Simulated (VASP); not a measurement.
# A VASP study of BN (Qingsongite) (SCAN): structure first, properties next, part 2 of 2

What structure and properties does SCAN give BN (Qingsongite), and how near are they to the measured ones? The start is a cell from a database of measured crystal structures.

VASP 6.6.1, plane waves and PAW; the level of theory is named at each step.

So far. Step 13 (Volume scan with SCAN, volume scale 1.06): The pressure falls from -14.29 to -20.57 GPa. The parabola predicted -20.45 GPa, +0.12 GPa off.

## (14) Comparing the runs

Times are for 2 MPI ranks of Intel Xeon 6975P-C (Granite Rapids), shared host. The series side by side:

```tsv
no.	volume scale	energy above the lowest point (meV/atom)	pressure (GPa)	gap on the k-mesh (eV)	time	memory (GiB)
1	0.94	29.71	27.45	5.163	7.8 s	0.22
2	0.96	13.03	17.49	5.134	7.8 s	0.22
3	0.98	3.33	8.410	5.106	8 s	0.22
4	1	0	0.1302	5.078	8.8 s	0.23
5	1.02	2.42	-7.414	5.049	7.6 s	0.22
6	1.04	10.14	-14.29	5.020	7.4 s	0.23
7	1.06	22.7	-20.57	4.991	8.6 s	0.23
```

## (15) Fit for SCAN

This step: Birch-Murnaghan fit, SCAN; plane waves and PAW (VASP 6.6.1).

Derived from the runs above.

Numbers from this step:

- pressure derivative of the bulk modulus: 3.585
- r.m.s. error of the fit: 7.59e-6 eV/atom
- minimum inside the sampled range: yes
- bulk modulus: 393.5 GPa
- equilibrium volume of the fit: 5.870 Å³/atom

The energy above the fitted minimum by volume:

```tsv
volume (Å³/atom)	energy above the fitted minimum (eV/atom)
5.511	0.0297
5.628	0.0131
5.746	0.00336
5.863	2.6e-5
5.980	0.00245
6.097	0.0102
6.215	0.0227
```

The fitted volume lies +0.13 % from the relaxed one. At a finite cutoff and mesh the minimum of the energy and the zero of the stress don't quite coincide, and the relaxation stops at a threshold.

## (16) Optical spectrum (SCAN)

This step: SCAN; plane waves and PAW (B, N) (VASP 6.6.1).

LOPTICS sums transitions from filled to empty bands. The mesh is finer than in the run before. NBANDS is raised for it.

The input, INCAR:

```
SYSTEM = BN
PREC = Accurate
ENCUT = 520
EDIFF = 1E-06
NELM = 100
ISMEAR = 0
SIGMA = 0.05
LREAL = .FALSE.
ALGO = Normal
METAGGA = SCAN
LASPH = .TRUE.
NBANDS = 20
LORBIT = 11
LWAVE = .FALSE.
LCHARG = .FALSE.
KPAR = 2
LOPTICS = .TRUE.
NEDOS = 1500
CSHIFT = 0.1
```

The input, POSCAR:

```
BN
1.0
    0.0000000000      1.8031657440      1.8031657440
    1.8031657440      0.0000000000      1.8031657440
    1.8031657440      1.8031657440      0.0000000000
B N
1 1
Direct
    0.0000000000      0.0000000000      0.0000000000
    0.2500000000      0.2500000000      0.2500000000
```

The input, KPOINTS:

```
Automatic mesh
0
Gamma
16 16 16
0 0 0
```

The projector-augmented-wave data sets are B and N (PBE family, release 64).

On the command line:

```bash
$ mpirun -np 2 vasp_std
```

Run time: 32 s. Hardware: 2 MPI ranks of Intel Xeon 6975P-C (Granite Rapids), shared host; peak memory 0.31 GiB.

These are independent-particle spectra without excitons or local fields, and fine structure depends on the mesh and on CSHIFT.

This step gave:

```yaml
scf_cycles: 13
bands: 20
irreducible_k_points: 145
free_energy_toten: -19.54 eV
fermi_energy: 7.545 eV
pressure: 0.1401 GPa
conduction_bottom_at_k: 0.5, 0.5, 0
gap_on_the_k_mesh: 4.970 eV
least_direct_gap_on_the_k_mesh: 9.523 eV
```

The imaginary dielectric function, xx by photon energy; read off at these points:

```tsv
photon energy (eV)	imaginary dielectric function, xx
0.00	0
0.50	0.00192
1.00	0.00385
1.50	0.00587
2.00	0.00810
2.50	0.0104
3.00	0.0129
3.50	0.0158
4.00	0.0191
4.50	0.0228
5.00	0.0274
5.50	0.0330
6.00	0.0399
6.50	0.0488
7.00	0.0608
7.50	0.0776
8.00	0.103
8.50	0.146
9.00	0.241
9.50	0.831
10.00	2.68
10.50	5.92
11.00	7.70
11.50	8.96
12.00	11.2
12.50	13.2
12.75	16.3
13.00	13.9
13.50	10.4
14.00	7.59
14.50	5.39
15.00	5.68
15.50	7.71
15.56	8.15
16.00	5.04
16.50	2.79
16.75	4.32
17.00	4.03
17.50	3.78
18.00	3.01
18.50	2.25
19.00	1.89
19.50	1.50
20.00	1.38
20.50	1.29
21.00	1.46
21.50	0.849
22.00	0.963
22.50	1.17
23.00	1.19
23.50	1.21
24.00	1.01
24.50	0.942
```

Table of real dielectric function, xx by photon energy:

photon energy (eV), real dielectric function, xx and a bar from the least value:
```
      0.0        4.4 #################
      0.5        4.4 #################
      1.0        4.4 #################
      1.5        4.5 #################
      2.0        4.5 #################
      2.5        4.5 #################
      3.0        4.6 #################
      3.5        4.7 ##################
      4.0        4.8 ##################
      4.5        4.9 ##################
      5.0        5.0 ##################
      5.5        5.1 ###################
      6.0        5.3 ###################
      6.5        5.5 ###################
      7.0        5.8 ####################
      7.5        6.1 #####################
      8.0        6.6 ######################
      8.5        7.2 #######################
      9.0        8.1 #########################
      9.5        9.9 ############################
     10.0       10.8 ##############################
     10.5       10.2 #############################
     11.0        9.2 ###########################
     11.5        8.7 ##########################
     12.0        9.6 ############################
     12.5        7.1 #######################
     13.0        0.2 #########
     13.5       -2.7 ###
     14.0       -3.2 ##
     14.5       -2.7 ###
     15.0        0.6 #########
     15.5       -1.3 ######
     16.0       -4.1 
     16.5       -2.1 ####
     17.0       -2.1 ####
     17.5       -1.9 ####
     18.0       -2.0 ####
     18.5       -2.6 ###
     19.0       -2.1 ####
     19.5       -1.8 #####
     20.0       -1.2 ######
     20.5       -1.1 ######
     21.0       -1.2 ######
     21.5       -1.1 ######
     22.0       -0.5 #######
     22.5       -0.6 #######
     23.0       -0.4 #######
     23.5       -0.5 #######
     24.0       -0.5 #######
     24.5       -0.6 #######
```

The mean of ε2 over directions passes 5 % of its top at 9.56 eV, against a least direct gap of 9.52 eV on this mesh, so absorption sets in close to the direct gap. The indirect gap (4.97 eV in the band run) doesn't show, since phonons are left out.

## (17) Starting orbitals for the hybrid

A hybrid converges badly from random orbitals, so a cheap semilocal run writes a WAVECAR on the same mesh first.

The input, INCAR:

```
SYSTEM = BN
PREC = Accurate
ENCUT = 520
EDIFF = 1E-05
NELM = 100
ISMEAR = 0
SIGMA = 0.05
LREAL = .FALSE.
ALGO = Normal
METAGGA = SCAN
LASPH = .TRUE.
NBANDS = 10
LORBIT = 11
LWAVE = .TRUE.
LCHARG = .FALSE.
KPAR = 2
```

POSCAR is that of step 16.

The input, KPOINTS:

```
Automatic mesh
0
Gamma
7 7 7
0 0 0
```

On the command line:

```bash
$ mpirun -np 2 vasp_std
```

Elapsed: 4.6 s, on 2 MPI ranks; peak memory 0.22 GiB; 7.7 s of CPU time.

A gap read on the k-mesh alone can miss the band edges.

This step gave:

```yaml
scf_cycles: 12
bands: 10
irreducible_k_points: 20
fermi_energy: 7.655 eV
pressure: 0.1450 GPa
conduction_bottom_at_k: 0.4286, 0.4286, 0
gap_on_the_k_mesh: 5.233 eV
least_direct_gap_on_the_k_mesh: 9.522 eV
```

## (18) Band structure (HSE06)

This step: HSE06; plane waves and PAW (B, N) (VASP 6.6.1).

HSE06 mixes in a quarter of exact exchange at short range, at far higher cost; in semiconductors this cures much of the gap error, while metals seldom gain.

The input, INCAR:

```
SYSTEM = BN
PREC = Accurate
ENCUT = 520
EDIFF = 1E-06
NELM = 100
ISMEAR = 0
SIGMA = 0.05
LREAL = .FALSE.
ALGO = Normal
LHFCALC = .TRUE.
AEXX = 0.25
GGA = PE
HFSCREEN = 0.2
LASPH = .TRUE.
NBANDS = 10
PRECFOCK = Fast
LORBIT = 11
LWAVE = .FALSE.
LCHARG = .FALSE.
KPAR = 2
```

POSCAR is that of step 17.

KPOINTS is that of step 17.

The input, KPOINTS_OPT:

```
Line mode
6
Line-mode
Reciprocal
  0.00000000   0.00000000   0.00000000 GAMMA
  0.50000000   0.00000000   0.50000000 X

  0.50000000   0.00000000   0.50000000 X
  0.50000000   0.25000000   0.75000000 W

  0.50000000   0.25000000   0.75000000 W
  0.37500000   0.37500000   0.75000000 K

  0.37500000   0.37500000   0.75000000 K
  0.00000000   0.00000000   0.00000000 GAMMA

  0.00000000   0.00000000   0.00000000 GAMMA
  0.50000000   0.50000000   0.50000000 L

  0.50000000   0.50000000   0.50000000 L
  0.62500000   0.25000000   0.62500000 U

  0.62500000   0.25000000   0.62500000 U
  0.50000000   0.25000000   0.75000000 W

  0.50000000   0.25000000   0.75000000 W
  0.50000000   0.50000000   0.50000000 L

  0.50000000   0.50000000   0.50000000 L
  0.37500000   0.37500000   0.75000000 K

  0.62500000   0.25000000   0.62500000 U
  0.50000000   0.00000000   0.50000000 X
```

The run starts from files that an earlier step left in the folder.

On the command line:

```bash
$ mpirun -np 2 vasp_std
```

Wall time 74 s (2 MPI ranks); peak memory 0.44 GiB; 2.4 min of CPU time.

This step gave:

- SCF cycles: 7
- free energy (TOTEN): -20.36 eV
- Fermi energy: 6.886 eV
- least gap on mesh and path: 5.806 eV
- least direct gap on mesh and path: 10.61 eV
- conduction bottom at k: 0.5, 0, 0.5

Electronic bands along the path, in eV, zero at the valence-band top; v1 is the highest filled band, c1 the lowest empty one:

```tsv
point	v3	v2	v1	c1	c2	c3	c4
Γ	0.00	0.00	0.00	10.61	10.61	10.61	12.28
0.60 of the way	-5.76	-3.99	-3.99	7.64	12.49	17.06	17.06
X	-9.82	-5.35	-5.35	5.81	10.80	20.60	20.60
0.60 of the way	-9.17	-6.55	-6.51	8.79	13.31	17.95	19.59
W	-8.38	-7.60	-7.04	11.29	15.48	16.35	16.99
0.40 of the way	-8.68	-7.98	-5.92	10.22	15.13	16.58	18.41
K	-8.96	-8.33	-4.45	8.41	14.80	18.26	19.19
0.40 of the way	-7.59	-5.41	-1.83	12.00	13.58	14.13	16.33
Γ	0.00	0.00	0.00	10.61	10.61	10.61	12.28
0.40 of the way	-4.35	-0.89	-0.89	11.27	11.89	11.89	14.95
L	-11.71	-2.12	-2.12	11.97	12.58	12.58	17.47
0.40 of the way	-11.17	-4.02	-2.81	11.06	13.90	14.11	17.99
U	-8.96	-8.33	-4.45	8.41	14.80	18.26	19.19
0.60 of the way	-8.68	-7.98	-5.92	10.22	15.13	16.58	18.41
W	-8.38	-7.60	-7.04	11.29	15.48	16.35	16.99
0.40 of the way	-10.15	-6.13	-4.41	11.18	13.46	17.30	18.59
L	-11.71	-2.12	-2.12	11.97	12.58	12.58	17.47
0.60 of the way	-10.53	-5.76	-3.43	10.03	15.54	15.64	17.84
K	-8.96	-8.33	-4.45	8.41	14.80	18.26	19.19
jump to U	-8.96	-8.33	-4.45	8.41	14.80	18.26	19.19
0.40 of the way	-9.49	-6.89	-5.02	7.14	12.29	19.66	20.00
X	-9.82	-5.35	-5.35	5.81	10.80	20.60	20.60
```

The largest weight of each band there:

```tsv
point	v3	v2	v1	c1	c2	c3	c4
Γ	N 0.85	N 0.85	N 0.85	B 0.93	B 0.93	B 0.93	N 0.75
X	N 0.54	N 0.62	N 0.62	B 0.57	B 0.92	B 0.55	B 0.55
W	B 0.51	N 0.65	N 0.54	N 0.88	B 0.74	B 1.00	B 0.51
K	N 0.51	N 0.58	N 0.64	B 0.57	B 0.59	B 0.60	B 0.62
Γ	N 0.85	N 0.85	N 0.85	B 0.93	B 0.93	B 0.93	N 0.75
L	B 0.50	N 0.71	N 0.71	B 0.60	B 0.79	B 0.79	N 0.81
```

The gap moves by +0.84 eV against SCAN, which ran on another mesh.

On this path the gap is indirect, 5.81 eV, with the valence top at Γ and the conduction bottom at X. The least direct gap is 10.61 eV.

## (19) Bands along the symmetry lines (TB-mBJ)

This step: TB-mBJ; plane waves and PAW (B, N) (VASP 6.6.1).

The mesh alone shows little of the dispersion and can miss band extrema, so KPOINTS_OPT adds a path through the symmetry points after the self-consistent cycle. TB-mBJ is a local potential fitted to gaps: it costs far less than a hybrid but gives no energy.

The input, INCAR:

```
SYSTEM = BN
PREC = Accurate
ENCUT = 520
EDIFF = 1E-06
NELM = 150
ISMEAR = 0
SIGMA = 0.05
LREAL = .FALSE.
ALGO = Normal
METAGGA = MBJ
LASPH = .TRUE.
NBANDS = 16
LORBIT = 11
LWAVE = .FALSE.
LCHARG = .FALSE.
KPAR = 2
```

POSCAR is that of step 18.

The input, KPOINTS:

```
Automatic mesh
0
Gamma
11 11 11
0 0 0
```

KPOINTS_OPT, as its differences from that of step 18:

```diff
@@ -1,3 +1,3 @@
 Line mode
-6
+16
 Line-mode
```

On the command line:

```bash
$ mpirun -np 2 vasp_std
```

It took 12 s on 2 MPI ranks; peak memory 0.26 GiB.

This functional is a potential without an energy, so its energies, forces and stress mean nothing and are not read.

This step gave:

```
SCF cycles                        : 34
bands                             : 16
irreducible k-points              : 56
Fermi energy                      : 7.758 eV
least gap on mesh and path        : 5.801 eV
least direct gap on mesh and path : 10.33 eV
```

Electronic bands along the path, in eV, zero at the valence-band top; v1 is the highest filled band, c1 the lowest empty one:

```tsv
point	v3	v2	v1	c1	c2	c3	c4
Γ	0.00	0.00	0.00	10.33	10.33	10.33	11.60
0.53 of the way	-4.48	-3.08	-3.08	7.96	12.48	15.64	15.64
X	-8.84	-4.71	-4.71	5.80	10.20	20.37	20.37
0.53 of the way	-8.37	-5.60	-5.53	8.07	12.16	18.11	19.44
W	-7.60	-6.67	-6.10	10.94	15.07	15.90	16.02
0.47 of the way	-7.89	-7.04	-4.96	9.63	14.38	16.32	18.08
K	-8.08	-7.28	-3.90	8.20	14.09	17.88	18.91
0.47 of the way	-6.09	-4.10	-1.23	11.94	12.61	12.94	15.23
Γ	0.00	0.00	0.00	10.33	10.33	10.33	11.60
0.47 of the way	-4.89	-0.96	-0.96	10.82	11.78	11.78	14.96
L	-10.39	-1.85	-1.85	11.15	12.18	12.18	17.37
0.47 of the way	-9.75	-4.08	-2.63	10.38	13.72	14.14	17.55
U	-8.08	-7.28	-3.90	8.20	14.09	17.88	18.91
0.53 of the way	-7.89	-7.04	-4.96	9.63	14.38	16.32	18.08
W	-7.60	-6.67	-6.10	10.94	15.07	15.90	16.02
0.47 of the way	-9.29	-4.99	-3.45	10.94	12.64	16.30	17.78
L	-10.39	-1.85	-1.85	11.15	12.18	12.18	17.37
0.53 of the way	-9.56	-4.60	-2.81	10.05	14.28	14.65	17.44
K	-8.08	-7.28	-3.90	8.20	14.09	17.88	18.91
jump to U	-8.08	-7.28	-3.90	8.20	14.09	17.88	18.91
0.47 of the way	-8.60	-5.81	-4.48	6.82	11.33	19.55	19.85
X	-8.84	-4.71	-4.71	5.80	10.20	20.37	20.37
```

The largest weight of each band there:

```tsv
point	v3	v2	v1	c1	c2	c3	c4
Γ	N 0.85	N 0.85	N 0.85	B 0.93	B 0.93	B 0.93	N 0.72
X	N 0.53	N 0.63	N 0.63	B 0.61	B 0.90	B 0.57	B 0.57
W	B 0.51	N 0.66	N 0.56	N 0.85	B 0.74	B 1.00	B 0.53
K	N 0.51	N 0.59	N 0.65	B 0.60	B 0.58	B 0.62	B 0.64
Γ	N 0.85	N 0.85	N 0.85	B 0.93	B 0.93	B 0.93	N 0.72
L	B 0.50	N 0.72	N 0.72	B 0.62	B 0.81	B 0.81	N 0.80
```

The gap moves by +0.83 eV against SCAN.

## (20) Summary of results

```json
{"relaxed volume": "5.863 Å³/atom", "relaxed conventional cell a, b, c": "3.606, 3.606, 3.606 Å", "space group after relaxing, within 0.02 Å": "F-43m (No. 216)", "band gap": "4.97 eV, indirect (least direct gap of that run 9.52 eV)", "gap on the dense mesh": "4.97 eV", "highest zone-centre mode": "1042 cm⁻¹", "bulk modulus from the fit": "394 GPa", "volume from the fit": "5.87 Å³/atom", "strongest peak of ε2, mean over directions": "12.7 eV", "ε1 at zero frequency, no local fields, mean": "4.41", "band gap (HSE06)": "5.81 eV, indirect (least direct gap of that run 10.6 eV)", "band gap (TB-mBJ)": "5.80 eV, indirect (least direct gap of that run 10.3 eV)"}
```

What this shows: With SCAN, BN (Qingsongite) relaxes to 5.863 Å³/atom in space group F-43m (held by the symmetry of the run), has an indirect gap of 4.97 eV (5.81 eV with HSE06) and has a bulk modulus of 394 GPa. Against the listed cell the volume lies -0.7 %. Band structure (SCAN): The path shows an indirect gap of 4.97 eV (valence top at Γ, conduction bottom at X). The least direct gap is 9.52 eV. Zone-centre phonons (SCAN): The highest mode at Γ, 1042.0 cm⁻¹, has its largest share on B (56 % of the kinetic energy). Band structure (HSE06): On this path the gap is indirect, 5.81 eV, with the valence top at Γ and the conduction bottom at X. The least direct gap is 10.61 eV. Bands along the symmetry lines (TB-mBJ): On this path the gap is indirect, 5.80 eV, with the valence top at Γ and the conduction bottom at X. The least direct gap is 10.33 eV. The other levels ran on the cell relaxed with SCAN, and without spin-orbit coupling unless named. Semilocal functionals usually underestimate gaps. Modes at Γ alone can't show that the crystal is stable at other wave vectors, and the LO-TO splitting is not included. No search among competing phases was made, and a listed structure need not be the one stable at ambient conditions. All values are for a static lattice at zero temperature.

Calculation against experiment:

| quantity | measured | SCAN | Birch-Murnaghan fit, SCAN |
| --- | --- | --- | --- |
| lattice constant a (Å) | 3.6152 | 3.606 (-0.2 %) | - |
| bulk modulus (GPa) | 395 | - | 394 (-0.4 %) |
| Raman mode, TO phonon at Gamma (cm⁻¹) | 1056 | 1042 (-1.3 %) | - |

Measured values from arxiv:cond-mat/0702656 (2007) and arxiv:1812.11146 (2018).

**Verdict.** The lattice constant a is off by -0.2 %: good agreement. The bulk modulus is off by -0.4 %: good agreement. The Raman mode is off by -1.3 %: good agreement. The grades are ours: good and fair within 0.7 and 1.5 % for the lattice constant a, 5 and 12 % for the bulk modulus and 3 and 7 % for the Raman mode. Zero-point motion and thermal expansion (measured at up to 295 K) are not in the computed lattice constants, bulk modulus and Raman mode.

[Lines on the potential files, build, host, timing and source positions are cut from VASP's logs without a mark.]

[Logs are printed without paths, hosts, clocks, repeated set-up lines and the standing remarks that a program may print on its own settings, such as how far it seeks lower states.]

[Hosts, paths, dates, database ids (printed as entryN), source tags and the programs' standing remarks are cut or masked in the printed files.]

[Measured values are set beside computed ones only where the two were judged alike; some that the calculation misses by far are left out.]
